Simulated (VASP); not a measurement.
# NaMgF3 (P4mm) in VASP: further runs

Runs on NaMgF3. Level: LDA. Tasks: single point.

Program: VASP 6.6.1. These are calculated values, not measurements. Logs are shortened: lines on timing, memory, paths and dates and some standing lists are left out, and cuts for length are marked.

## (1) The cell of the first run

Symmetry: P4mm, No. 99, tetragonal system. The conventional cell has a = 3.951 Å, b = 3.951 Å, c = 3.951 Å, α = 90.00°, β = 90.00°, γ = 90.00°. Na (site symmetry 4mm) is surrounded by 12 F at 2.79 Å. Around Mg (site symmetry 4mm) lie 5 F at 1.75 to 1.99 Å. F (site symmetry 4mm) has 1 Mg at 1.75 Å as nearest neighbours. F (site symmetry 2mm) is surrounded by 2 Mg at 1.99 Å.

The cell comes from a database or a generator and needn't be the stable form of this composition.

## (2) Single point, LDA

Input file INCAR:

```
SYSTEM = NaMgF3
PREC = Accurate
ENCUT = 520
EDIFF = 1E-6
ISMEAR = 0
SIGMA = 0.05
LREAL = .False.
LASPH = .True.
NELM = 100
ALGO = Normal
ISIF = 2
LWAVE = .False.
LCHARG = .False.
GGA = CA
NBANDS = 23
```

Input file KPOINTS:

```
Automatic mesh
0
Gamma
  6 6 6
  0 0 0
```

Input file POSCAR:

```
NaMgF3
1.0
    3.9508390000      0.0000000000      0.0000000000
    0.0000000000      3.9508390000      0.0000000000
    0.0000000000      0.0000000000      3.9508390000
Na Mg F
1 1 3
Direct
    0.0000000000      0.0000000000      0.0000000000
    0.5000000000      0.5000000000      0.4430500711
    0.5000000000      0.5000000000      0.0000000000
    0.5000000000      0.0000000000      0.5000000000
    0.0000000000      0.5000000000      0.5000000000
```

Potentials or basis: VASP PAW LDA potentials, release 64 (Na_pv, Mg, F).

Command:

```bash
> cat potpaw_LDA.64/Na_pv/POTCAR potpaw_LDA.64/Mg/POTCAR potpaw_LDA.64/F/POTCAR > POTCAR
> mpirun -np 1 vasp_std > vasp.out
```

OUTCAR:

```text
SYSTEM = NaMgF3
   PREC = Accurate
   ENCUT = 520
   EDIFF = 1E-6
   ISMEAR = 0
   LREAL = .False.
   LASPH = .True.
   NELM = 100
   ISIF = 2
   GGA = CA

 ion  position               nearest neighbor table
   1  0.000  0.000  0.000-
   2  0.500  0.500  0.443-   3 1.75   4 1.99   5 1.99   4 1.99   5 1.99   3 2.20
   3  0.500  0.500  0.000-   2 1.75   2 2.20
   4  0.500  0.000  0.500-   2 1.99   2 1.99
   5  0.000  0.500  0.500-   2 1.99   2 1.99

  LATTYP: Found a simple cubic cell.
 ALAT       =     3.9508390000

  Lattice vectors:

 A1 = (   3.9508390000,   0.0000000000,   0.0000000000)
 A2 = (   0.0000000000,   3.9508390000,   0.0000000000)
 A3 = (   0.0000000000,   0.0000000000,   3.9508390000)

Analysis of symmetry for initial positions (statically):
=====================================================================
 Subroutine PRICEL returns:
 Original cell was already a primitive cell.

 Routine SETGRP: Setting up the symmetry group for a
 simple cubic supercell.

 Subroutine GETGRP returns: Found  8 space group operations
 (whereof  8 operations were pure point group operations)
 out of a pool of 48 trial point group operations.

The static configuration has the point symmetry C_4v.

Analysis of symmetry for dynamics (positions and initial velocities):
=====================================================================
 Subroutine PRICEL returns:
 Original cell was already a primitive cell.

 Routine SETGRP: Setting up the symmetry group for a
 simple cubic supercell.

 Subroutine GETGRP returns: Found  8 space group operations
 (whereof  8 operations were pure point group operations)
 out of a pool of 48 trial point group operations.

The dynamic configuration has the point symmetry C_4v.

 Subroutine INISYM returns: Found  8 space group operations
 (whereof  8 operations are pure point group operations),
 and found     1 'primitive' translations

----------------------------------------------------------------------------------------

                                     Primitive cell

  volume of cell :      61.6692

  direct lattice vectors                    reciprocal lattice vectors
     3.950839000  0.000000000  0.000000000     0.253110795  0.000000000  0.000000000
     0.000000000  3.950839000  0.000000000     0.000000000  0.253110795  0.000000000
     0.000000000  0.000000000  3.950839000     0.000000000  0.000000000  0.253110795

  length of vectors
     3.950839000  3.950839000  3.950839000     0.253110795  0.253110795  0.253110795

  position of ions in fractional coordinates (direct lattice)
     0.000000000  0.000000000  0.000000000
     0.500000000  0.500000000  0.443050071
     0.500000000  0.500000000  0.000000000
     0.500000000  0.000000000  0.500000000
     0.000000000  0.500000000  0.500000000

  ion indices of the primitive-cell ions
   primitive index   ion index
                 1           1
                 2           2
                 3           3
                 4           4
                 5           5

----------------------------------------------------------------------------------------

 KPOINTS: Automatic mesh

Automatic generation of k-mesh.
 Grid dimensions read from file:
 generate k-points for:    6    6    6

 Generating k-lattice:

  Cartesian coordinates                     Fractional coordinates (reciprocal lattice)
     0.042185132  0.000000000  0.000000000     0.166666667  0.000000000  0.000000000
     0.000000000  0.042185132  0.000000000     0.000000000  0.166666667  0.000000000
     0.000000000  0.000000000  0.042185132     0.000000000  0.000000000  0.166666667

  Length of vectors
     0.042185132  0.042185132  0.042185132

  Shift w.r.t. Gamma in fractional coordinates (k-lattice)
     0.000000000  0.000000000  0.000000000

 Subroutine IBZKPT returns following result:
 ===========================================

 Found     40 irreducible k-points:

 Following reciprocal coordinates:
            Coordinates               Weight
  0.000000  0.000000  0.000000      1.000000
  0.166667  0.000000  0.000000      4.000000
  0.000000  0.000000  0.166667      2.000000
  0.333333  0.000000  0.000000      4.000000
  0.000000  0.000000  0.333333      2.000000
  0.500000  0.000000  0.000000      2.000000
[... 16 lines left out ...]
  0.166667  0.166667  0.166667      8.000000
  0.333333  0.166667  0.166667     16.000000
 [... further k-points ...]
   k-points           NKPTS =     40   k-points in BZ     NKDIM =     40   number of bands    NBANDS=     23
   number of dos      NEDOS =    301   number of ions     NIONS =      5
   total plane-waves  NPLWV =  27000
   dimension x,y,z NGX =    30 NGY =   30 NGZ =   30
   dimension x,y,z NGXF=    60 NGYF=   60 NGZF=   60
   ions per type =               1   1   3
   NGX,Y,Z   is equivalent  to a cutoff of  12.62, 12.62, 12.62 a.u.
   NGXF,Y,Z  is equivalent  to a cutoff of  25.25, 25.25, 25.25 a.u.
 SYSTEM =  NaMgF3
   PREC   = accura    normal or accurate (medium, high low for compatibility)
   ISTART =      0    job   : 0-new  1-cont  2-samecut
   ICHARG =      2    charge: 1-file 2-atom 10-const
   ISPIN  =      1    spin polarized calculation?
   LNONCOLLINEAR =      F non collinear calculations
   LSORBIT =      F    spin-orbit coupling
   LASPH  =      T    aspherical Exc in radial PAW
   ENCUT  =  520.0 eV  38.22 Ry    6.18 a.u.   7.35  7.35  7.35*2*pi/ulx,y,z
   NELM   =    100;   NELMIN=  2; NELMDL= -5     # of ELM steps
   EDIFF  = 0.1E-05   stopping-criterion for ELM
   LREAL  =      F    real-space projection
   EDIFFG = 0.1E-04   stopping-criterion for IOM
   NSW    =      0    number of steps for IOM
   IBRION =     -1    ionic relax: 0-MD 1-quasi-New 2-CG
   NFREE  =      0    steps in history (QN), initial steepest desc. (CG)
   ISIF   =      2    stress and relaxation
   ISYM   =      2    0-nonsym 1-usesym 2-fastsym
   POTIM  = 0.5000    time-step for ionic-motion
   TEBEG  =    0.0;   TEEND  =   0.0 temperature during run
   PSTRESS=    0.0 pullay stress
   NELECT =      30.0000    total number of electrons
   NUPDOWN=      -1.0000    fix difference up-down
   EMIN   =  10.00;   EMAX   =-10.00  energy-range for DOS
   EFERMI =   0.00;   METHOD = LEGACY
   ISMEAR =     0;   SIGMA  =   0.05  broadening in eV -4-tet -1-fermi 0-gaus
   EFERMI_NEDOS =   21; number of points for ismear=-14 and -15
   IALGO  =     38    algorithm
   IMIX   =      4    mixing-type and parameters
     AMIX     =   0.40;   BMIX     =  1.00
     AMIX_MAG =   1.60;   BMIX_MAG =  1.00
  volume/ion in A,a.u.               =      12.33        83.23
  Fermi-wavevector in a.u.,A,eV,Ry     =   1.287536  2.433090 22.555030  1.657748
  Thomas-Fermi vector in A             =   2.419544
   LORBIT       =      0    0 simple, 1 ext, 2 COOP (PROOUT), +10 PAW based schemes
   GGA     = CA    functional components
   LHFCALC =     F    Hartree Fock is set to
   AEXX    =    0.0000 exact exchange contribution
   IVDW    =     0    specifies the selected vdW correction
   LEPSILON=     F    determine dielectric tensor
   LRPA    =     F    only Hartree local field effects (RPA)
 non-spin polarized calculation
 Gauss-broadening in eV      SIGMA  =   0.05
  energy-cutoff  :      520.00
  volume of cell :       61.67
 maximum number of plane-waves:      1675
 NGX is ok and might be reduce to    30
   NGX = 15   NGY = 15   NGZ = 15

 number of electron      29.9999968 magnetization

 Free energy of the ion-electron system (eV)
  ---------------------------------------------------
  ext. energy  EPLUGINS =         0.00000000
  ---------------------------------------------------
  free energy    TOTEN  =       -26.30869344 eV

  energy without entropy =      -26.30869344  energy(sigma->0) =      -26.30869344

 E-fermi :  -1.6836     XC(G=0):  -9.8738

 val. band max:       -2.0028726877   @ k =   0.5000   0.5000   0.5000
 cond. band min:       3.5264319424   @ k =   0.0000   0.0000   0.0000
 fundamental gap:      5.5293046301
 Fermi energy:        -1.6835628696

 k-point     1 :       0.0000    0.0000    0.0000
  band No.  band energies     occupation
      1     -22.1442      2.00000
      2     -22.1442      2.00000
      3     -22.1390      2.00000
      4     -21.9529      2.00000
      5     -21.2017      2.00000
      6     -21.0741      2.00000
[... 15 lines left out ...]
     22      12.9226      0.00000
     23      13.7287      0.00000

 k-point     2 :       0.1667    0.0000    0.0000
  band No.  band energies     occupation
      1     -22.1886      2.00000
      2     -22.1439      2.00000
      3     -22.1384      2.00000
      4     -21.8678      2.00000
      5     -21.2080      2.00000
      6     -21.0991      2.00000
[... 15 lines left out ...]
     22      13.7051      0.00000
     23      13.8098      0.00000

 k-point     3 :       0.0000    0.0000    0.1667
  band No.  band energies     occupation
      1     -22.1770      2.00000
      2     -22.1439      2.00000
      3     -22.1439      2.00000
      4     -21.8698      2.00000
      5     -21.2378      2.00000
      6     -21.0724      2.00000
[... 15 lines left out ...]
     22      13.9638      0.00000
     23      14.0598      0.00000
[... 495 lines left out ...]
 k-point    23 :       0.1667    0.1667    0.1667
  band No.  band energies     occupation
      1     -22.1997      2.00000
      2     -22.1518      2.00000
      3     -22.1485      2.00000
      4     -21.7567      2.00000
      5     -21.2418      2.00000
      6     -21.1218      2.00000
[... 15 lines left out ...]
     22      13.7798      0.00000
     23      14.3311      0.00000

 k-point    24 :       0.3333    0.1667    0.1667
  band No.  band energies     occupation
      1     -22.2179      2.00000
      2     -22.1559      2.00000
      3     -22.1443      2.00000
      4     -21.6458      2.00000
      5     -21.2575      2.00000
      6     -21.1743      2.00000
[... 15 lines left out ...]
     22      14.1174      0.00000
     23      14.5155      0.00000

 [... further k-points ...]

------------------------ aborting loop because EDIFF is reached ----------------------------------------

  FORCE on cell =-STRESS in cart. coord.  units (eV):
  Direction    XX          YY          ZZ          XY          YZ          ZX
  --------------------------------------------------------------------------------------
  -------------------------------------------------------------------------------------
  Total       -2.9624656     -2.9624656      0.1471571      0.0000000      0.0000000      0.0000000
  in kB      -76.9654661    -76.9654661      3.8231711      0.0000000      0.0000000      0.0000000
  external PRESSURE =     -50.0359204 kB  Pullay stress =       0.0000000 kB

 VOLUME and BASIS-vectors are now :
 -----------------------------------------------------------------------------
  energy-cutoff  :      520.00
  volume of cell :       61.67
      direct lattice vectors                 reciprocal lattice vectors
     3.950839000  0.000000000  0.000000000     0.253110795  0.000000000  0.000000000
     0.000000000  3.950839000  0.000000000     0.000000000  0.253110795  0.000000000
     0.000000000  0.000000000  3.950839000     0.000000000  0.000000000  0.253110795

 POSITION                                       TOTAL-FORCE (eV/Angst)
 -----------------------------------------------------------------------------------
      0.00000      0.00000      0.00000        -0.000000      0.000000     -0.219523
      1.97542      1.97542      1.75042        -0.000000     -0.000000      2.999991
      1.97542      1.97542      0.00000        -0.000000     -0.000000     -2.328397
      1.97542      0.00000      1.97542         0.000000      0.000000     -0.226035
      0.00000      1.97542      1.97542        -0.000000      0.000000     -0.226035
 -----------------------------------------------------------------------------------
    total drift:                                0.000000      0.000000     -0.000112

  FREE ENERGIE OF THE ION-ELECTRON SYSTEM (eV)
  ---------------------------------------------------
  free  energy   TOTEN  =       -26.3086934403 eV

  energy  without entropy=      -26.3086934403  energy(sigma->0) =      -26.30869344
```

Wall time 46 s (1 thread of Intel Xeon Platinum 8488C (Sapphire Rapids), shared host); peak memory 0.18 GiB.

What came out:

```
Free energy            : -26.3087 eV
Pressure               : -5.0 GPa
Largest force          : 3.000 eV/Å
Band gap on the k mesh : 5.53 eV, indirect (least direct gap 6.02 eV)
```

Forces on the atoms (eV/Å):
```
Na   0.000  0.000 -0.220
Mg   0.000  0.000  3.000
F    0.000  0.000 -2.328
F    0.000  0.000 -0.226
F    0.000  0.000 -0.226
```

Stress tensor (GPa, compression positive):
```
-7.70  0.00  0.00
 0.00 -7.70  0.00
 0.00  0.00  0.38
```

Caveat: forces of over 1 eV/Å show positions far from the minimum, so gaps and moduli don't describe the material at rest. A k mesh can miss the band edges.

## (3) Single point, LDA

Input file INCAR:

```
SYSTEM = NaMgF3
  PREC = Accurate
  ENCUT = 520
  EDIFF = 1E-7
  ISMEAR = 0
  SIGMA = 0.05
  LREAL = .FALSE.
  LASPH = .TRUE.
  NELM = 100
  ALGO = Normal
  ISIF = 2
  LWAVE = .FALSE.
  LCHARG = .FALSE.
  NBANDS = 23
```

Input file KPOINTS:

```
regular mesh
0
G
  6 6 6
  0 0 0
```

Changes to POSCAR since step 2:

```diff
@@ -9,3 +9,3 @@
     0.0000000000      0.0000000000      0.0000000000
-    0.5000000000      0.5000000000      0.4430500711
+    0.5000000000      0.5000000000      0.4525417259
     0.5000000000      0.5000000000      0.0000000000
```

Potentials or basis: VASP PAW LDA potentials, release 64 (Na_pv, Mg, F).

Command:

```bash
> cat potpaw_LDA.64/Na_pv/POTCAR potpaw_LDA.64/Mg/POTCAR potpaw_LDA.64/F/POTCAR > POTCAR
> mpirun -np 1 vasp_std > vasp.out
```

It took 37 s on 1 thread of Intel Xeon Platinum 8488C (Sapphire Rapids), shared host; peak memory 0.18 GiB.

The run converged. Its results:

| Property | Result |
| --- | --- |
| Free energy | -26.4074 eV |
| Pressure | -5.8 GPa |
| Largest force | 2.288 eV/Å |
| Band gap on the k mesh | 5.55 eV, indirect (least direct gap 6.03 eV) |

Forces in eV/Å, atoms in the order of the input:
```
Na   0.000  0.000 -0.183
Mg   0.000  0.000  2.288
F    0.000  0.000 -1.737
F    0.000  0.000 -0.184
F    0.000  0.000 -0.184
```

Stress tensor (GPa, compression positive):
```
-7.65  0.00  0.00
 0.00 -7.65  0.00
 0.00  0.00 -2.17
```

Levels at points of the mesh, in eV from the valence-band top:
| k point | band 13 | band 14 | band 15 | band 16 | band 17 | band 18 |
| --- | --- | --- | --- | --- | --- | --- |
| (0.00, 0.00, 0.00) | -0.51 | -0.48 | -0.48 | 5.55 | 12.68 | 13.00 |
| (0.50, 0.00, 0.00) | -0.91 | -0.63 | -0.57 | 8.51 | 8.89 | 14.26 |
| (0.00, 0.00, 0.50) | -0.87 | -0.52 | -0.52 | 8.46 | 8.93 | 14.22 |
| (0.50, 0.50, 0.00) | -1.03 | -1.03 | -0.01 | 10.07 | 10.66 | 10.66 |
| (0.00, 0.50, 0.50) | -1.17 | -1.04 | -0.08 | 10.03 | 10.65 | 10.74 |
| (0.50, 0.50, 0.50) | -0.07 | -0.07 | 0.00 | 9.84 | 12.32 | 12.32 |

Caveat: forces of over 1 eV/Å show positions far from the minimum, so gaps and moduli don't describe the material at rest.

## (4) Single point, LDA

Input file INCAR:

```
SYSTEM = NaMgF3
  PREC = Accurate
  ENCUT = 520
  EDIFF = 1E-6
  ISMEAR = 0
  SIGMA = 0.05
  LREAL = .FALSE.
  LASPH = .TRUE.
  NELM = 100
  ALGO = Fast
  ISIF = 2
  LWAVE = .FALSE.
  LCHARG = .TRUE.
  GGA = CA
  LELF = .TRUE.
  LVHAR = .TRUE.
  NBANDS = 23
```

Input file KPOINTS:

```
Automatic mesh
0
G
  6 6 6
  0 0 0
```

Changes to POSCAR since step 3:

```diff
@@ -9,3 +9,3 @@
     0.0000000000      0.0000000000      0.0000000000
-    0.5000000000      0.5000000000      0.4525417259
+    0.5000000000      0.5000000000      0.5759332385
     0.5000000000      0.5000000000      0.0000000000
```

Command:

```bash
> cat potpaw_LDA.64/Na_pv/POTCAR potpaw_LDA.64/Mg/POTCAR potpaw_LDA.64/F/POTCAR > POTCAR
> mpirun -np 1 vasp_std > vasp.out
```

Run time: 44 s. Hardware: 1 thread of Intel Xeon Platinum 8488C (Sapphire Rapids), shared host; peak memory 0.17 GiB.

It converged, with:

```
Free energy            : -26.0166 eV
Pressure               : -2.8 GPa
Largest force          : 4.915 eV/Å
Band gap on the k mesh : 5.47 eV, indirect (least direct gap 5.96 eV)
```

Forces in eV/Å, atoms in the order of the input:
```
Na   0.000  0.000  0.291
Mg   0.000  0.000 -4.915
F    0.000  0.000  3.986
F    0.000  0.000  0.319
F    0.000  0.000  0.319
```

Stress tensor (GPa, compression positive):
```
-7.89  0.00  0.00
 0.00 -7.89  0.00
 0.00  0.00  7.32
```

Levels at points of the mesh, in eV from the valence-band top:
```tsv
k point	band 12	band 13	band 14	band 15	band 16	band 17	band 18	band 19
(0.00, 0.00, 0.00)	-0.69	-0.59	-0.49	-0.49	5.47	12.46	12.86	13.01
(0.50, 0.00, 0.00)	-1.04	-0.98	-0.79	-0.62	8.43	8.80	13.99	14.21
(0.00, 0.00, 0.50)	-1.38	-0.90	-0.51	-0.51	8.30	8.90	13.91	14.23
(0.50, 0.50, 0.00)	-1.10	-1.04	-1.04	-0.01	9.99	10.56	10.56	12.54
(0.00, 0.50, 0.50)	-1.23	-1.21	-1.03	-0.19	9.91	10.54	10.75	12.31
(0.50, 0.50, 0.50)	-1.09	-0.18	-0.18	0.00	9.73	12.18	12.18	12.34
```

Caveat: forces of over 1 eV/Å show positions far from the minimum, so gaps and moduli don't describe the material at rest. A k mesh can miss the band edges.

## (5) Single point, LDA

Input file INCAR:

```
SYSTEM = NaMgF3
ALGO = Normal ; EDIFF = 1E-7
ENCUT = 520 ; GGA = CA
ISIF = 2 ; ISMEAR = 0
LASPH = .True. ; LCHARG = .False.
LREAL = .False. ; LWAVE = .False.
NBANDS = 23 ; NELM = 100
PREC = Accurate ; SIGMA = 0.05
```

Input file KPOINTS:

```
k-points
0
Gamma
  6 6 6
  0 0 0
```

Changes to POSCAR since step 4:

```diff
@@ -9,3 +9,3 @@
     0.0000000000      0.0000000000      0.0000000000
-    0.5000000000      0.5000000000      0.5759332385
+    0.5000000000      0.5000000000      0.5379666192
     0.5000000000      0.5000000000      0.0000000000
```

Command:

```bash
> cat potpaw_LDA.64/Na_pv/POTCAR potpaw_LDA.64/Mg/POTCAR potpaw_LDA.64/F/POTCAR > POTCAR
> mpirun -np 1 vasp_std > vasp.out
```

Run time: 43 s. Hardware: 1 thread of Intel Xeon Platinum 8488C (Sapphire Rapids), shared host; peak memory 0.17 GiB.

Results (log left out):

| Quantity | Value |
| --- | --- |
| Free energy | -26.4818 eV |
| Pressure | -6.4 GPa |
| Largest force | 1.696 eV/Å |
| Band gap on the k mesh | 5.57 eV, indirect (least direct gap 6.05 eV) |

Forces on the atoms (eV/Å):
```
Na   0.000  0.000  0.147
Mg   0.000  0.000 -1.696
F    0.000  0.000  1.261
F    0.000  0.000  0.144
F    0.000  0.000  0.144
```

Stress tensor (GPa, compression positive):
```
-7.56  0.00  0.00
 0.00 -7.56  0.00
 0.00  0.00 -4.12
```

Levels at points of the mesh, in eV from the valence-band top:
```tsv
k point	band 12	band 13	band 14	band 15	band 16	band 17	band 18	band 19
(0.00, 0.00, 0.00)	-0.66	-0.49	-0.47	-0.47	5.57	12.74	13.04	13.07
(0.50, 0.00, 0.00)	-1.05	-0.89	-0.59	-0.55	8.53	8.91	14.33	14.35
(0.00, 0.00, 0.50)	-1.13	-0.87	-0.52	-0.52	8.49	8.94	14.31	14.36
(0.50, 0.50, 0.00)	-1.17	-1.03	-1.03	-0.01	10.09	10.68	10.68	12.60
(0.00, 0.50, 0.50)	-1.20	-1.12	-1.04	-0.06	10.07	10.68	10.73	12.53
(0.50, 0.50, 0.50)	-1.16	-0.05	-0.05	0.00	9.87	12.35	12.35	12.40
```

Caveat: forces of over 1 eV/Å show positions far from the minimum, so gaps and moduli don't describe the material at rest. A k mesh can miss the band edges.

## (6) Summary

```tsv
cell	gap on the mesh (eV)	pressure (GPa)	largest force (eV/Å)
all Mg atoms moved +0.225 Å, as atom 2 towards its neighbour atom 3 (F) at 1.975 Å	5.53	-5.0	3.00
all Mg atoms moved +0.188 Å, as atom 2 towards its neighbour atom 3 (F) at 1.975 Å	5.55	-5.8	2.29
all Mg atoms moved -0.300 Å, as atom 2 towards its neighbour atom 3 (F) at 1.975 Å	5.47	-2.8	4.92
all Mg atoms moved -0.150 Å, as atom 2 towards its neighbour atom 3 (F) at 1.975 Å	5.57	-6.4	1.70
```

Alike in all rows: task single point; level LDA; potentials or basis VASP PAW LDA potentials, release 64 (Na_pv, Mg, F); no spin polarisation; k mesh 6 × 6 × 6; cutoff (eV) 520; smearing gaussian 0.05 eV.

Caveats: forces of over 1 eV/Å show positions far from the minimum, so gaps and moduli don't describe the material at rest.

Absolute energies hang on the potentials; compare differences alone.
